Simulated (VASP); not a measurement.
Here is the system:

```
CuCl
1.0
    0.00000     2.71321     2.71321
    2.71321     0.00000     2.71321
    2.71321     2.71321     0.00000
Cu Cl
1 1
Direct
  0.00000   0.00000   0.00000
  0.25000   0.25000   0.25000
```

All values below come from PBE GGA, VASP's PBE PAW potentials (set 64) (plane waves; VASP). Settings: 520 eV cut-off, Gaussian smearing of 0.050 eV, potentials Cu Cl.

Q: What does the run give for the band gap (along the path) with the smallest direct gap where there is one?

A: 
```json
{
 "band gap (along the path)": "0.53 eV",
 "smallest direct gap (along the path)": "0.53 eV"
}
```

The compound is CuCl in the zinc blende structure. It was relaxed first.
